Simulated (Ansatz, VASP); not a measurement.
# Pt (Pt(100)): VASP beside Ansatz

One calculation is typed for both programs; each brings its own data sets. How far apart do they land? The cell is taken from a series of runs on this material, whose earlier steps may have relaxed, scaled, displaced or heated it; both programs get it as it stands.

Program: Ansatz 0.2.0. Level of theory: plane waves, with VASP 6.6.1 beside it; PBE. Results are calculated unless marked as measured.

### Step 1. Set-up

The cell holds 6 atoms: 6 Pt. Its edges and angles: a = 2.772 Å, b = 2.772 Å, c = 27.800 Å, α = 90.0°, β = 90.0°, γ = 90.0°. Vacuum lies along c.

### Step 2. Ansatz: single point, PBE

Ansatz runs on its default PAW (the set named soft_2) files.

With cell and atoms fixed, the geometry can't cause a difference; cores, projectors, grids and the points listed under the comparison can.

File input.yaml:

```yaml
crystal:
  lattice:
    - [2.7718585823, 0.0, 0.0]
    - [0.0, 2.7718585823, 0.0]
    - [0.0, 0.0, 27.8]
  atoms:
    - { symbol: Pt, position: [0.5, 0.5, 0.3237410072] }
    - { symbol: Pt, position: [0.0, 0.0, 0.3942446043] }
    - { symbol: Pt, position: [0.5, 0.5, 0.4647482014] }
    - { symbol: Pt, position: [0.0, 0.0, 0.5352517986] }
    - { symbol: Pt, position: [0.5, 0.5, 0.6057553957] }
    - { symbol: Pt, position: [0.0, 0.0, 0.6762589928] }
kpoints:
  mp_grid: { grid: [18, 18, 1] }
hamiltonian:
  xc: pbe
scf:
  occupations: { method: fermi_dirac, width: 0.1 }
  convergence: { dr2_threshold: 1.0e-10 }
efield:
  axis: 3
  dipole_correction: true
  ramp_position: 0.97
  ramp_width: 0.06
  amplitude: 0
output:
  forces: true
  write_potential: true
  write_density: true
  volumetric_format: npy
```

Started as:

```console
$ ansatz run input.yaml --threads 4 --pin off --max-ram 6144MiB --backend cpu --events-out ev --progress --plain --runs-dir out
```

Numbers of over 12 decimals in the logs are rounded to 6 here.

Output:

```text
Engine: ansatz 0.2.0, x86_64-unknown-linux-gnu
Pseudopotentials: kind: paw
Pseudopotential: Pt, paw, valence charge 18, recommended cutoff 420 eV (normal), Pt.paw.azcp
Functional definition: PBE
  parameter kappa = 0.804
  parameter beta = 0.066725
  exchange = pbe_x(kappa = kappa, mu = beta*pi^2/3)
  correlation = pbe_c(beta = beta)
Crystal: 6 atoms, lattice volume = 213.593 Å³
Basis set: ecut = 420 eV, 4257 PW (Γ), exchange–correlation on 40×40×384 points (8 copies of the dense FFT grid, shifted against one another)
Bands: 65, of which v1, the nominal top of the filled ones, is band 54 counted from 1 (53 counted from 0)
Symmetry: 8 space group operations
k-points: 55 of 324
Non-local potential: Pt, projectors of the file, l = 0: 3, l = 1: 2, l = 2: 2, l = 3: 1
PAW form: soft (Blöchl's): semilocal exchange-correlation on the pseudo side does not see the compensation charge
PAW one-centre angular grid: Pt, 590 points (default); XC on 64 Gauss nodes
Initial density: superposition of atomic densities (neutral atoms: chi_scale 0, normalization atom), corrected by the library's trained network
Initial wavefunctions: pseudopotential atomic-orbital guess
Functional: x = pbe(κ = 0.804, μ = 0.219515), c = pbe(β = 0.066725)
SCF iter   1: F=—  HF=-75136.582275 eV  |F-HF|=—  |Δ(HF+E_count)|=         —  Δρ=1.59e-2  dr2=7.33e0  ethr=1.77e-3  p=0.000 e·Å  D=4.24e-13 V/Å  ΔV_dip=-0.00 eV  dr2_dipole=2.64e-9  V_vac-E_F(+/−)=5.08/5.08 eV  ⟨swp⟩=7.9  Hψ=15253  notcnv=0  defer=41
efield: sawtooth ramp at fractional position 0.9700 (set: `efield.ramp_position`, or a place that a band, a saddle search or an elastic batch's reference lends), width 0.0600; the density the first Hamiltonian is built on has a dipole p = 0.000 e·Å; the dipole correction subtracts the counter field D = 4.24e-13 V/Å, which shifts the + side's vacuum level by -0.00 eV against the − side's; the planar-averaged density in the ramp window peaks in size at 4.3e-6 e/Å³
preconditioner: auto → LDOS  [metal: Δε(μ)=0.002 eV  Ē_g=7.474 eV  σ=0.100 eV  W_gap=0.00  n_scr=48 (ndim 8)  ℏωp=19.7 eV  f_vac=0.528  D(μ)=9.85/eV (n_scr^D=84)  β→1.0]
SCF iter   2: F=—  HF=-75136.465753 eV  |F-HF|=—  |Δ(HF+E_count)|=   1.17e-1  Δρ=5.44e-3  dr2=3.01e-1  ethr=1.77e-3  p=-0.000 e·Å  D=-2.54e-5 V/Å  ΔV_dip=0.00 eV  dr2_dipole=6.94e-9  V_vac-E_F(+/−)=5.70/5.70 eV  ⟨swp⟩=1.9  Hψ=4292  notcnv=0  defer=106
SCF iter   3: F=—  HF=-75136.465972 eV  |F-HF|=—  |Δ(HF+E_count)|=   2.19e-4  Δρ=2.93e-3  dr2=8.36e-2  ethr=2.79e-4  p=0.000 e·Å  D=2.56e-6 V/Å  ΔV_dip=-0.00 eV  dr2_dipole=4.23e-10  V_vac-E_F(+/−)=5.54/5.54 eV  ⟨swp⟩=2.0  Hψ=5247  notcnv=0  defer=117
SCF iter   4: F=—  HF=-75136.455545 eV  |F-HF|=—  |Δ(HF+E_count)|=   1.04e-2  Δρ=4.38e-4  dr2=1.36e-3  ethr=7.74e-5  p=-0.000 e·Å  D=-5.23e-6 V/Å  ΔV_dip=0.00 eV  dr2_dipole=2.01e-10  V_vac-E_F(+/−)=5.67/5.67 eV  ⟨swp⟩=2.1  Hψ=5358  notcnv=0  defer=117
SCF iter   5: F=—  HF=-75136.455320 eV  |F-HF|=—  |Δ(HF+E_count)|=   2.25e-4  Δρ=1.69e-4  dr2=1.29e-4  ethr=1.26e-6  p=-0.000 e·Å  D=-2.37e-6 V/Å  ΔV_dip=0.00 eV  dr2_dipole=2.04e-10  V_vac-E_F(+/−)=5.66/5.66 eV  ⟨swp⟩=2.8  Hψ=5951  notcnv=0  defer=117
SCF iter   6: F=—  HF=-75136.455325 eV  |F-HF|=—  |Δ(HF+E_count)|=   4.71e-6  Δρ=8.28e-5  dr2=4.21e-5  ethr=1.19e-7  p=-0.000 e·Å  D=-1.10e-6 V/Å  ΔV_dip=0.00 eV  dr2_dipole=2.19e-11  V_vac-E_F(+/−)=5.66/5.66 eV  ⟨swp⟩=2.3  Hψ=5242  notcnv=0  defer=117
SCF iter   7: F=—  HF=-75136.455317 eV  |F-HF|=—  |Δ(HF+E_count)|=   7.86e-6  Δρ=4.60e-5  dr2=1.48e-5  ethr=3.90e-8  p=-0.000 e·Å  D=-2.84e-7 V/Å  ΔV_dip=0.00 eV  dr2_dipole=2.82e-12  V_vac-E_F(+/−)=5.66/5.66 eV  ⟨swp⟩=1.9  Hψ=4504  notcnv=0  defer=116
SCF iter   8: F=—  HF=-75136.455328 eV  |F-HF|=—  |Δ(HF+E_count)|=   1.06e-5  Δρ=2.14e-5  dr2=3.96e-6  ethr=1.37e-8  p=0.000 e·Å  D=2.05e-8 V/Å  ΔV_dip=-0.00 eV  dr2_dipole=1.65e-12  V_vac-E_F(+/−)=5.66/5.66 eV  ⟨swp⟩=1.4  Hψ=3867  notcnv=0  defer=116
SCF iter   9: F=—  HF=-75136.455303 eV  |F-HF|=—  |Δ(HF+E_count)|=   2.50e-5  Δρ=6.60e-6  dr2=3.05e-7  ethr=3.67e-9  p=0.000 e·Å  D=1.79e-7 V/Å  ΔV_dip=-0.00 eV  dr2_dipole=2.66e-12  V_vac-E_F(+/−)=5.66/5.66 eV  ⟨swp⟩=1.3  Hψ=3902  notcnv=0  defer=114
SCF iter  10: F=—  HF=-75136.455303 eV  |F-HF|=—  |Δ(HF+E_count)|=   2.66e-7  Δρ=1.31e-6  dr2=4.21e-9  ethr=2.83e-10  p=0.000 e·Å  D=7.80e-8 V/Å  ΔV_dip=-0.00 eV  dr2_dipole=8.14e-14  V_vac-E_F(+/−)=5.66/5.66 eV  ⟨swp⟩=2.3  Hψ=5249  notcnv=0  defer=114
SCF iter  11: F=—  HF=-75136.455303 eV  |F-HF|=—  |Δ(HF+E_count)|=   1.42e-8  Δρ=3.25e-7  dr2=4.14e-10  ethr=3.90e-12  p=0.000 e·Å  D=3.24e-8 V/Å  ΔV_dip=-0.00 eV  dr2_dipole=1.57e-14  V_vac-E_F(+/−)=5.66/5.66 eV  ⟨swp⟩=3.2  Hψ=7149  notcnv=0  defer=114
SCF iter  12: F=-75136.455303 eV  HF=-75136.455303 eV  |F-HF|=1.60e-10  |Δ(HF+E_count)|=   1.16e-9  Δρ=1.71e-7  dr2=8.39e-11  ethr=1.00e-12  p=0.000 e·Å  D=9.16e-9 V/Å  ΔV_dip=-0.00 eV  dr2_dipole=1.57e-14  V_vac-E_F(+/−)=5.66/5.66 eV  ⟨swp⟩=17.5  Hψ=23868  notcnv=0
SCF 1 converged in 12 iterations: F = -75136.455303 eV  dr2 = 8.39e-11
  greatest PAW one-centre occupation: 1.000 electrons in one spin orbital (limit 2), on the Pt atom at site 3 (counted from 0), in its partial waves of l = 0
WARN: The output density's exchange-correlation potential varies sharply where the density is thin. Do not read a vacuum level from v_tot or v_xc, or from such a field of the output density. On a cell that repeats whose density bears no net charge and no dipole along the vacuum's axis use v_es (v_loc + v_h of the components); under efield.dipole_correction with no amplitude use v_es + v_field, which holds any externa [...]
SCF converged after 12 iterations
Free energy (F): -75136.455303 eV
Harris-Foulkes:  -75136.455303 eV  (|F-HF|=1.60e-10)
Internal energy: -75136.113737 eV  (E = F + TS)
E sigma→0 (E₀):  -75136.284520 eV
Entropy (-TS):   -0.341566 eV (-56.928 meV/atom)
Fermi energy:    6.616379 eV
Dipole field:    D = -0.000000 V/Å  (p = -0.000000 e·Å, saw-weighted, corrected)
Work function:   Φ+ = 5.6637 eV   Φ− = 5.6637 eV
Levels:          The Fermi level and band energies are counted from a zero that moves with the ramp; work functions are not
--- Per-component energies (eV) ---
  E_band       = -2554.209013
  E_kinetic    = 3824.810449
  E_local      = -223273.853691  (includes V_loc(G=0)·N_el)
  E_nonlocal   = 1200.673902
  E_hartree    = 109620.069049
  E_xc         = -1568.665609
  E_vxc        = -1814.148198  (∫ρ·V_xc dr)
  E_paw        = -56724.572820  (= ΣΔE_a)
  E_vpaw       = -1731.828599  (= ΣTr[D̂ρ^β])
  E_aug_tail   = 0.001203  (compensation charges beyond the density's cutoff)
  E_efield     = 0.000000  (sawtooth field / dipole correction)
  E_vefield    = 0.000000  (∫n·V_field dr)
  E_ewald      = 91785.423781
  E_smearing   = -0.341566  (= −TS)
  E_closure    = 0.000000  (closes the sum)
  Σ components = -75136.455303   (vs F -75136.455303, Δ=0.00e0)
--- Forces (eV/Å), atoms counted from 1 ---
  atom   1  Pt    -0.00000000    -0.00000000    -0.13691199
  atom   2  Pt    -0.00000000     0.00000000    -0.31201323
  atom   3  Pt    -0.00000000    -0.00000000    -0.04482601
  atom   4  Pt     0.00000000     0.00000000     0.04482597
  atom   5  Pt     0.00000000     0.00000000     0.31201324
  atom   6  Pt     0.00000000    -0.00000000     0.13691204
  max |Σ_I F_I| component: 1.78e-8 eV/Å
--- Band table (eV; the first three rows and the last of 55) ---
  k-point 0: bands = [... 50 lower, 5.5315, 5.8278, 6.2586, 6.4422, 6.4422, 6.6800, 6.7363, 6.9696, ... 7 higher]
  k-point 1: bands = [... 50 lower, 5.9446, 5.9964, 6.0602, 6.1640, 6.5818, 6.6014, 6.6807, 6.7033, ... 7 higher]
  k-point 2: bands = [... 50 lower, 5.7979, 5.7981, 5.8608, 6.0460, 6.4796, 6.4960, 6.7482, 6.9160, ... 7 higher]
  k-point 54: bands = [... 50 lower, 7.1330, 7.1330, 7.7242, 7.7242, 9.3873, 9.3873, 11.3721, 11.3721, ... 7 higher]
```

### Step 3. VASP: single point, PBE

The same cell, functional, mesh and smearing now go to VASP, with its own data sets.

Lines of VASP's logs that name or quote its potential files are left out, and so is its time.

File INCAR:

```
SYSTEM = Pt
PREC = Accurate
ENCUT = 400
EDIFF = 1E-06
NELM = 120
ISMEAR = -1
SIGMA = 0.1
LREAL = .FALSE.
ALGO = Normal
GGA = PE
NBANDS = 37
LASPH = .TRUE.
LORBIT = 11
LWAVE = .FALSE.
LCHARG = .FALSE.
ISIF = 2
LDIPOL = .TRUE.
IDIPOL = 3
DIPOL = 0.5 0.5 0.5
LVHAR = .TRUE.
GGA_COMPAT = .FALSE.
NELMDL = -8
KPAR = 2
```

File POSCAR:

```
Pt
1.0
    2.7718585823      0.0000000000      0.0000000000
    0.0000000000      2.7718585823      0.0000000000
    0.0000000000      0.0000000000     27.8000000000
Pt
6
Direct
    0.5000000000      0.5000000000      0.3237410072
    0.0000000000      0.0000000000      0.3942446043
    0.5000000000      0.5000000000      0.4647482014
    0.0000000000      0.0000000000      0.5352517986
    0.5000000000      0.5000000000      0.6057553957
    0.0000000000      0.0000000000      0.6762589928
```

File KPOINTS:

```
Automatic mesh
0
Gamma
18 18 1
0 0 0
```

The projector-augmented-wave data sets are Pt (PBE family, release 64).

Started as:

```console
$ mpirun -np 2 vasp_std
```

Output:

```text
[banner, memory and clock lines left out]
running    2 mpi-ranks, on    1 nodes
 distrk:  each k-point on    1 cores,    2 groups
 distr:  one band on    1 cores,    1 groups

 POSCAR found type information on POSCAR Pt
 POSCAR found :  1 types and       6 ions
 LDA part: xc-table for (Slater+PW92), standard interpolation
 POSCAR, INCAR and KPOINTS ok, starting setup
 FFT: planning ... GRIDC
 FFT: planning ... GRID_SOFT
 FFT: planning ... GRID
 WAVECAR not read
 entering main loop
       N       E                     dE             d eps       ncg     rms          rms(c)
DAV:   1     0.357583238142E+03    0.35758E+03   -0.24097E+04  4078   0.114E+03
DAV:   2    -0.168023318873E+02   -0.37439E+03   -0.35357E+03  5031   0.263E+02
DAV:   3    -0.365479728904E+02   -0.19746E+02   -0.18163E+02  4995   0.557E+01
DAV:   4    -0.372674584632E+02   -0.71949E+00   -0.67435E+00  4951   0.103E+01
DAV:   5    -0.372961631551E+02   -0.28705E-01   -0.27452E-01  5111   0.182E+00
DAV:   6    -0.372974144114E+02   -0.12513E-02   -0.12399E-02  5507   0.324E-01
DAV:   7    -0.372974439782E+02   -0.29567E-04   -0.29556E-04  5109   0.477E-02
DAV:   8    -0.372974451524E+02   -0.11743E-05   -0.11740E-05  4160   0.800E-03    0.280E+01
DAV:   9    -0.393280800390E+02   -0.20306E+01   -0.19738E+01  4496   0.305E+01    0.279E+01
DAV:  10    -0.393406862910E+02   -0.12606E-01   -0.43594E+01  4879   0.420E+01    0.193E+01
DAV:  11    -0.378928478417E+02    0.14478E+01   -0.19162E+01  4483   0.277E+01    0.137E+01
DAV:  12    -0.350274993982E+02    0.28653E+01   -0.94603E+00  4383   0.218E+01    0.372E+00
DAV:  13    -0.350175761553E+02    0.99232E-02   -0.70072E-01  4590   0.495E+00    0.296E+00
DAV:  14    -0.349796661860E+02    0.37910E-01   -0.16752E-01  4629   0.307E+00    0.112E+00
[...]
DAV:  21    -0.349759959945E+02   -0.12304E-04   -0.73045E-06  3978   0.155E-02    0.148E-02
DAV:  22    -0.349760116490E+02   -0.15654E-04   -0.90669E-06  3288   0.201E-02    0.740E-03
DAV:  23    -0.349760199498E+02   -0.83007E-05   -0.26556E-06  2711   0.105E-02    0.332E-03
DAV:  24    -0.349760278456E+02   -0.78959E-05   -0.84458E-07  2657   0.462E-03    0.159E-03
DAV:  25    -0.349760314767E+02   -0.36310E-05   -0.23719E-07  2579   0.177E-03    0.196E-03
DAV:  26    -0.349760332457E+02   -0.17690E-05   -0.10043E-07  2460   0.144E-03    0.832E-04
DAV:  27    -0.349760344058E+02   -0.11601E-05   -0.11302E-07  2529   0.133E-03    0.526E-04
DAV:  28    -0.349760349399E+02   -0.53409E-06   -0.50325E-08  2460   0.495E-04
   1 F= -.34976035E+02 E0= -.34804688E+02  d E =-.342694E+00
```

OUTCAR, selected parts (step 3):

```text
ion  position               nearest neighbor table
   1  0.500  0.500  0.324-   2 2.77   2 2.77   2 2.77   2 2.77
   2  0.000  0.000  0.394-   1 2.77   3 2.77   1 2.77   3 2.77   1 2.77   3 2.77   1 2.77   3 2.77

  LATTYP: Found a simple tetragonal cell.
 ALAT       =     2.7718585823
 C/A-ratio  =    10.0293716922

 Subroutine GETGRP returns: Found 16 space group operations
 (whereof  8 operations were pure point group operations)

The static configuration has the point symmetry C_4v.
 The point group associated with its full space group is D_4h.

 Found     55 irreducible k-points:

   k-points           NKPTS =     55   k-points in BZ     NKDIM =     55   number of bands    NBANDS=     37

   dimension x,y,z NGX =    18 NGY =   18 NGZ =  192
   dimension x,y,z NGXF=    36 NGYF=   36 NGZF=  384

   ENCUT  =  400.0 eV  29.40 Ry    5.42 a.u.   4.52  4.52 45.33*2*pi/ulx,y,z

   NELECT =      60.0000    total number of electrons

 k-points in reciprocal lattice and weights: Automatic mesh
   0.00000000  0.00000000  0.00000000       0.003
   0.05555556  0.00000000  0.00000000       0.012
   0.11111111  0.00000000  0.00000000       0.012
   0.16666667  0.00000000  0.00000000       0.012
   0.22222222  0.00000000  0.00000000       0.012
   0.27777778  0.00000000  0.00000000       0.012
   0.33333333  0.00000000  0.00000000       0.012
   0.38888889  0.00000000  0.00000000       0.012
   0.44444444  0.00000000  0.00000000       0.012
[...]
0.50000000  0.44444444  0.00000000       0.012
   0.50000000  0.50000000  0.00000000       0.003

 dipolmoment           0.000000      0.000000      0.000000 electrons x Angstroem

 average (electrostatic) potential at core
       1 -72.0038       2 -72.7009       3 -72.7394       4 -72.7394       5 -72.7009
       6 -72.0038

 E-fermi :   1.4693

 k-point     1 :       0.0000    0.0000    0.0000
  band No.  band energies     occupation
    ...
     28       0.6828      1.99923
     29       1.1106      1.94616
     30       1.2966      1.69821
     31       1.2966      1.69821
     32       1.5281      0.71452
     33       1.5855      0.47682
     34       1.8211      0.05765
     35       1.8211      0.05765
     36       2.4045      0.00017
     37       3.3546      0.00000

 k-point     2 :       0.0556    0.0000    0.0000
  band No.  band energies     occupation
    ...
     30       1.0205      1.97777
     31       1.4330      1.17950
     32       1.4509      1.09184
     33       1.5313      0.69993
     34       1.5582      0.58289
     35       1.8390      0.04840
     36       2.7718      0.00000
     37       3.8025      0.00000

 k-point     3 :       0.1111    0.0000    0.0000
  band No.  band energies     occupation
    ...
     28       0.6564      1.99941
     29       0.7188      1.99890
     30       0.8976      1.99344
     31       1.3321      1.59539
     32       1.3453      1.55127
     33       1.6007      0.42389
     34       1.7732      0.09141
     35       1.8344      0.05063
     36       3.4526      0.00000
     37       4.6653      0.00000

  Total        0.7630293      0.7630293      2.9951957      0.0000000      0.0000000      0.0000000
  in kB        5.7235419      5.7235419     22.4671948      0.0000000      0.0000000      0.0000000
  external PRESSURE =      11.3047595 kB  Pullay stress =       0.0000000 kB

  energy-cutoff  :      400.00
  volume of cell :      213.59
      direct lattice vectors                 reciprocal lattice vectors
     2.771858582  0.000000000  0.000000000     0.360768766  0.000000000  0.000000000
     0.000000000  2.771858582  0.000000000     0.000000000  0.360768766  0.000000000
     0.000000000  0.000000000 27.800000000     0.000000000  0.000000000  0.035971223

 POSITION                                       TOTAL-FORCE (eV/Angst)
 -----------------------------------------------------------------------------------
      1.38593      1.38593      9.00000        -0.000000      0.000000     -0.119932
      0.00000      0.00000     10.96000        -0.000000      0.000000     -0.308040
      1.38593      1.38593     12.92000        -0.000000      0.000000     -0.046137
      0.00000      0.00000     14.88000        -0.000000     -0.000000      0.046137
      1.38593      1.38593     16.84000         0.000000     -0.000000      0.308040
      0.00000      0.00000     18.80000        -0.000000     -0.000000      0.119932
 -----------------------------------------------------------------------------------
    total drift:                                0.000000      0.000000      0.000000

  FREE ENERGIE OF THE ION-ELECTRON SYSTEM (eV)
  ---------------------------------------------------
  free  energy   TOTEN  =       -34.9760349399 eV

  energy  without entropy=      -34.6333412386  energy(sigma->0) =      -34.80468809

 vacuum level on the upper side and lower side of the slab         7.135         7.135

 total charge
# of ion       s       p       d       tot
------------------------------------------
    1        0.625   0.411   8.039   9.075
    2        0.633   0.605   8.032   9.270
    3        0.640   0.617   8.042   9.298
    4        0.640   0.617   8.042   9.298
    5        0.633   0.605   8.032   9.270
    6        0.625   0.411   8.039   9.075
--------------------------------------------------
tot          3.796   3.265  48.225  55.286

[... 3 further parts left out ...]
```

### Step 4. Comparison

Known differences besides the potentials themselves: the data sets hold 108 valence electrons in Ansatz (on its default PAW (the set named soft_2) files) and 60 in VASP; the cutoff is 420 eV in Ansatz and 400 eV in VASP. Total energies have different zeros and are not compared.

The two programs side by side:

```
                                   quantity  Ansatz  VASP  difference
 work function, lower of the two faces (eV)    5.66  5.67        0.00
work function, higher of the two faces (eV)    5.66  5.67        0.00
```

Forces (eV/Å; atoms numbered as in POSCAR):

| atom | Ansatz x, y, z | VASP x, y, z |
| --- | --- | --- |
| Pt1 | 0.000, 0.000, -0.137 | 0.000, 0.000, -0.120 |
| Pt2 | 0.000, 0.000, -0.312 | 0.000, 0.000, -0.308 |
| Pt3 | 0.000, 0.000, -0.045 | 0.000, 0.000, -0.046 |
| Pt4 | 0.000, 0.000, 0.045 | 0.000, 0.000, 0.046 |
| Pt5 | 0.000, 0.000, 0.312 | 0.000, 0.000, 0.308 |
| Pt6 | 0.000, 0.000, 0.137 | 0.000, 0.000, 0.120 |

The forces differ by 5.8 meV/Å r.m.s., which is 5.2 % of the r.m.s. force of 0.111 eV/Å (both taken over all components). Where the cell holds vacuum, a pressure given here is an average over it and none of the material.

### Step 5. Summary of results

```
r.m.s. force difference (single point, PBE) : 5.8 meV/Å
```

In words: The r.m.s. force difference is 5.8 meV/Å (single point, PBE), within the 12 meV/Å picked in this series as the mark of a large difference. The data sets hold unlike numbers of valence electrons (108 in Ansatz and 60 in VASP), so part of the differences may come from the potentials. How closely two codes agree says nothing of how well the functional describes the real material.

[Lines on the potential files, build, host, timing and source positions are cut from VASP's logs without a mark.]

[Logs are printed without paths, hosts, clocks, repeated set-up lines and the standing remarks that a program may print on its own settings, such as how far it seeks lower states.]

[Hosts, paths, dates, database ids (printed as entryN), source tags and the programs' standing remarks are cut or masked in the printed files.]
